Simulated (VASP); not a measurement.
Consider the following.

```
Er
1.0
    1.78000    -3.08305     0.00000
    1.78000     3.08305     0.00000
    0.00000     0.00000     5.59000
Er
2
Cartesian
  1.78000   1.02769   1.39750
  1.78000  -1.02769   4.19250
```

These are PBE GGA with D3 dispersion (Becke-Johnson damping), VASP's PBE PAW potentials (set 64) (plane waves; VASP 6.6.1) values and carry that method's errors. Run with 520 eV cut-off, 11×11×6 Γ-centred mesh, first-order Methfessel-Paxton smearing of 0.10 eV, potentials Er_3.

The 4f electrons are frozen in the core of the lanthanide potential, so 4f levels, which can set the real gap, and their magnetism are missing. Energy and stress use the plane-wave basis of the starting cell.

Task: The ions, cell shape and volume are relaxed. Predict the relaxed structure.

Result: 
```
Er
1.0
    1.76926    -3.06446     0.00000
    1.76926     3.06446     0.00000
    0.00000     0.00000     5.45332
Er
2
Direct
  0.33333   0.66667   0.25000
  0.66667   0.33333   0.75000
```
Space group P6_3/mmc (194), at a tolerance of 0.03 Å.

Task: How do energy and volume change from the first to the last step?

Result: The energy (σ→0) changes by -7.3 meV/atom and the volume by -3.6 %, in 6 ionic steps.

```csv
step,E(σ→0) (eV),max force (eV/Å),pressure (GPa),volume (Å³)
1,-9.6592,0.000,-1.59,61.35
2,-9.6724,0.000,0.36,58.70
3,-9.6726,0.000,0.13,59.01
4,-9.6726,0.000,0.08,59.05
5,-9.6735,0.000,0.02,59.10
6,-9.6737,0.000,-0.02,59.13
```

The compound is Er in the hcp structure. This run relaxes it. Symmetry was kept, so distortions that lower it aren't found.
